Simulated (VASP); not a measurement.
VASP runs on Al$_{3}$Sc (L1_2) share one base input (PBE GGA, plane waves, VASP's PBE PAW potentials (set 64)) and change the settings named in each case.

### INCAR
```
SYSTEM  =  Al3Sc
PREC  =  Accurate; ENCUT  =  400; LREAL  =  .False.
LASPH  =  .True.
EDIFF  =  1E-6; NELM  =  100; ALGO  =  Normal
LMAXMIX  =  4
ISMEAR  =  1; SIGMA  =  0.1
GGA  =  PE
ISIF  =  2
LWAVE  =  .False.; LCHARG  =  .False.
```

POSCAR:
```
Al3Sc
1
    4.1000000000     0.0000000000     0.0000000000
    0.0000000000     4.1000000000     0.0000000000
    0.0000000000     0.0000000000     4.1000000000
Sc Al
1 3
Direct
  0.0000000000   0.0000000000   0.0000000000
  0.0000000000   0.5000000000   0.5000000000
  0.5000000000   0.0000000000   0.5000000000
  0.5000000000   0.5000000000   0.0000000000
```

### KPOINTS
```
Automatic mesh
0
Gamma
7 7 7
0 0 0
```

POTCAR, in this order: Sc_sv Al (PBE.64 set). Program: vasp_std.

```json
[
 {"change": "base run", "E(σ→0) (eV/atom)": "-4.8239", "pressure (GPa)": "0.30", "−TS (eV)": "-0.0014", "electronic steps": "13"},
 {"change": "ALGO = Fast", "E(σ→0) (eV/atom)": "-4.8239", "pressure (GPa)": "0.31", "−TS (eV)": "-0.0014", "electronic steps": "21"},
 {"change": "ALGO = VeryFast (not converged)", "E(σ→0) (eV/atom)": "20.3171", "pressure (GPa)": "-9.86", "−TS (eV)": "-0.0055", "electronic steps": "100"},
 {"change": "ALGO = All", "E(σ→0) (eV/atom)": "-4.8239", "pressure (GPa)": "0.31", "−TS (eV)": "-0.0014", "electronic steps": "25"},
 {"change": "ALGO = Damped", "E(σ→0) (eV/atom)": "-4.8239", "pressure (GPa)": "0.31", "−TS (eV)": "-0.0014", "electronic steps": "29"},
 {"change": "ALGO = Conjugate", "E(σ→0) (eV/atom)": "-4.8239", "pressure (GPa)": "0.31", "−TS (eV)": "-0.0014", "electronic steps": "25"}
]
```

Left out are runs that ran out of time, are held back, or changed the cell or the kind of run, fixed moments of cells without a moment, rows past the twelfth, gaps on odd meshes, pressures of charged cells and columns that move by less than the noise.

The compound is Al3Sc in the L1_2 structure. The cell was not relaxed at this level.
